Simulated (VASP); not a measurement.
A run of VASP 6.6.1 is set up as follows.

Contents of INCAR:

```
SYSTEM = K2NaAs2Pt
ALGO = Fast
EDIFF = 1E-7
ENCUT = 520
GGA = PE
ISIF = 2
ISMEAR = 0
LASPH = .TRUE.
LCHARG = .FALSE.
LREAL = .FALSE.
LWAVE = .FALSE.
NBANDS = 57
NELM = 100
PREC = Accurate
SIGMA = 0.1
```

Contents of KPOINTS:

```
k-points
0
G
  3 2 2
  0 0 0
```

The input POSCAR:

```
K2NaAs2Pt
1.0
    6.2483480000      0.8243520000     -0.4425650000
   -1.6555640000      8.0572990000     -1.2456900000
   -0.0680570000      1.4641490000      6.6561100000
Na As Pt K
2 4 2 4
Direct
    0.4911407390      0.6806554209      0.2621426558
    0.2250375320      0.5897196963      0.8310697485
    0.8904908341      0.9686705139      0.3707861271
    0.9595275750      0.8271761869      0.0625664879
    0.7828232053      0.5694637575      0.9040967562
    0.0758657608      0.9066229024      0.7089709475
    0.3295135436      0.9919156132      0.0765462893
    0.4903071575      0.3253443803      0.0128172504
    0.5745723124      0.8876177941      0.7415209793
    0.9103278901      0.5109573105      0.4198381149
    0.9294307032      0.1970789012      0.9083524334
    0.2962059605      0.2122481489      0.4481908784
```

Potentials or basis: VASP PAW PBE potentials, release 64 (Na_pv, As, Pt, K_sv).

Command:

```sh
$ cat potpaw_PBE.64/Na_pv/POTCAR potpaw_PBE.64/As/POTCAR potpaw_PBE.64/Pt/POTCAR potpaw_PBE.64/K_sv/POTCAR > POTCAR
$ mpirun -np 1 vasp_std > vasp.out
```

(1) Predict the pressure.

(2) What does it give for the band gap on the k mesh?

(3) What does it give for the largest force?

Results:

(1) -0.4 GPa.

(2) 0.04 eV, indirect (least direct gap 0.28 eV).

(3) 2.144 eV/Å.

Caveat: the k mesh is coarse (spacing up to 0.46 Å⁻¹), so the values aren't converged; spin-orbit coupling is left out, which moves the levels of the heavy elements.
